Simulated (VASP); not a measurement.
VASP ran on this input.

File POSCAR:
```
SnSe2
1
    1.9097740985    -3.3078259828     0.0000000000
    1.9097740985     3.3078259828    -0.0000000000
    0.0000000000    -0.0000000000     6.2565583040
Sn Se
1 2
Direct
  0.0000000000   0.0000000000   1.0000000000
  0.3333330000   0.6666670000   0.2532711767
  0.6666670000   0.3333330000   0.7467288233
```

INCAR:
```
# general
SYSTEM =SnSe2
PREC   =Accurate
ENCUT  =400
LREAL  =.False.   # projection in real space or not
LASPH  =.True.

# electronic loop
EDIFF  =1E-8   # SCF stop (eV)
NELM   =100
ALGO   =Normal
LMAXMIX=4

# smearing
ISMEAR =0
SIGMA  =0.05   # width (eV)

# functional
GGA    =PS   # PBEsol

# ions
IBRION =1   # quasi-Newton
NSW    =30
ISIF   =2
EDIFFG =-0.001

# output
LWAVE  =.False.
LCHARG =.False.
```

KPOINTS:
```
Regular mesh
0
Gamma
6 6 3
0 0 0
```

POTCAR, in this order: Sn_d Se (PBE.64 set). Program: vasp_std.

Question: Write an equivalent input for Ansatz.

Answer: One equivalent input (not run):
Ansatz 0.2 input:
```yaml
crystal:
  lattice:
    - [1.9097741, -3.3078260, 0.0000000]
    - [1.9097741, 3.3078260, 0.0000000]
    - [0.0000000, 0.0000000, 6.2565583]
  atoms:
    - { symbol: Sn, position: [0.0000000, 0.0000000, 1.0000000] }
    - { symbol: Se, position: [0.3333330, 0.6666670, 0.2532712] }
    - { symbol: Se, position: [0.6666670, 0.3333330, 0.7467288] }
kpoints:
  mp_grid: { grid: [6, 6, 3] }
hamiltonian:
  xc: pbesol
  pseudopotentials: { kind: paw }
scf:
  occupations: { method: gaussian, width: 0.05 }
  max_iter: 100
relax:
  max_steps: 30
  f_tol: 0.001
output: { forces: true, stress: true, eigenvalues: true }
```
Limits of the translation: each code has its own PAW files, so the cut-off isn't converted (ENCUT is set for VASP's; basis.ecutwfc is left out, and Ansatz then takes the one that its files recommend); Ansatz stops its SCF on the density residual and VASP on the energy change (EDIFF).

The compound is SnSe2 in the 1T layered structure. This run relaxes the ions in a fixed cell. Symmetry was kept, so distortions that lower it aren't found. The start is the result of an earlier pass.
